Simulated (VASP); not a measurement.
Computed with LDA (Ceperley-Alder, Perdew-Zunger), VASP's LDA PAW potentials (set 64) (plane waves; VASP).

The input files of a VASP run:

INCAR:
```
SYSTEM = CoGa
PREC = Accurate
ENCUT = 400
EDIFF = 1E-7
NELM = 100
ALGO = Normal
LREAL = .FALSE.
LASPH = .TRUE.
ISMEAR = -5
LMAXMIX = 4
LWAVE = .FALSE.
LCHARG = .TRUE.
LORBIT = 11
NEDOS = 601
ISIF = 2
```

POSCAR:
```
CoGa
1
    2.8095444446     0.0000000000     0.0000000000
    0.0000000000     2.8095444446     0.0000000000
    0.0000000000     0.0000000000     2.8095444446
Ga Co
1 1
Direct
  0.5000000000   0.5000000000   0.5000000000
  0.0000000000   0.0000000000   0.0000000000
```

**KPOINTS**
```
Automatic mesh
0
Gamma
14 14 14
0 0 0
```

POTCAR, in this order: Ga_d Co (LDA.64 set). Program: vasp_std.

The run wrote:

**OSZICAR**
```
       N       E                     dE             d eps       ncg     rms          rms(c)
DAV:   1     0.866043155119E+02    0.86604E+02   -0.93242E+03  3864   0.226E+03
DAV:   2    -0.930824028068E+01   -0.95913E+02   -0.94083E+02  3670   0.327E+02
DAV:   3    -0.135021646003E+02   -0.41939E+01   -0.41805E+01  4321   0.756E+01
DAV:   4    -0.135626505211E+02   -0.60486E-01   -0.60488E-01  4885   0.826E+00
DAV:   5    -0.135640925425E+02   -0.14420E-02   -0.14420E-02  4497   0.108E+00    0.101E+01
DAV:   6    -0.142304963004E+02   -0.66640E+00   -0.20172E+01  4130   0.629E+01    0.102E+01
DAV:   7    -0.125706485386E+02    0.16598E+01   -0.79320E+00  3762   0.465E+01    0.208E+00
DAV:   8    -0.125388696467E+02    0.31779E-01   -0.22910E-01  4330   0.536E+00    0.643E-01
DAV:   9    -0.125324753895E+02    0.63943E-02   -0.17521E-02  5071   0.217E+00    0.122E-01
DAV:  10    -0.125321669788E+02    0.30841E-03   -0.52819E-04  4781   0.338E-01    0.675E-02
DAV:  11    -0.125321334547E+02    0.33524E-04   -0.75268E-05  4736   0.151E-01    0.128E-02
DAV:  12    -0.125321344390E+02   -0.98430E-06   -0.42090E-06  5319   0.354E-02    0.283E-03
DAV:  13    -0.125321347562E+02   -0.31721E-06   -0.18599E-07  3219   0.673E-03    0.979E-04
DAV:  14    -0.125321344284E+02    0.32781E-06   -0.76117E-08  2136   0.546E-03    0.282E-04
DAV:  15    -0.125321344401E+02   -0.11716E-07   -0.81992E-09  2045   0.102E-03
   1 F= -.12532134E+02 E0= -.12532134E+02  d E =0.000000E+00
```

**OUTCAR**
```
------------------------ aborting loop because EDIFF is reached ----------------------------------------
  FORCE on cell =-STRESS in cart. coord.  units (eV):
  Direction    XX          YY          ZZ          XY          YZ          ZX
  --------------------------------------------------------------------------------------
  Total       -0.0194160     -0.0194160     -0.0194160      0.0000000      0.0000000     -0.0000000
  in kB       -1.4026937     -1.4026937     -1.4026937      0.0000000      0.0000000     -0.0000000
  external PRESSURE =      -1.4026937 kB  Pullay stress =       0.0000000 kB
  volume of cell :       22.18
      direct lattice vectors                 reciprocal lattice vectors
     2.809544445  0.000000000  0.000000000     0.355929589  0.000000000  0.000000000
     0.000000000  2.809544445  0.000000000     0.000000000  0.355929589  0.000000000
     0.000000000  0.000000000  2.809544445     0.000000000  0.000000000  0.355929589
 POSITION                                       TOTAL-FORCE (eV/Angst)
 -----------------------------------------------------------------------------------
      1.40477      1.40477      1.40477         0.000000      0.000000      0.000000
      0.00000      0.00000      0.00000         0.000000      0.000000      0.000000
 -----------------------------------------------------------------------------------
    total drift:                                0.000000     -0.000000      0.000000
  FREE ENERGIE OF THE ION-ELECTRON SYSTEM (eV)
  ---------------------------------------------------
  free  energy   TOTEN  =       -12.5321344401 eV

  energy  without entropy=      -12.5321344401  energy(sigma->0) =      -12.53213444

 total charge

# of ion       s       p       d       tot
------------------------------------------
    1        0.869   0.967  10.081  11.916
    2        0.413   0.510   7.583   8.506
--------------------------------------------------
tot          1.281   1.477  17.664  20.422
```
(Selected blocks of OUTCAR.)

For a metal the tetrahedron method with Blöchl corrections gives inexact stress and forces.

The compound is CoGa in the CsCl type structure. It was relaxed first, which changed the volume by -7 %. The run is not spin-polarised, so no magnetic state was tried.
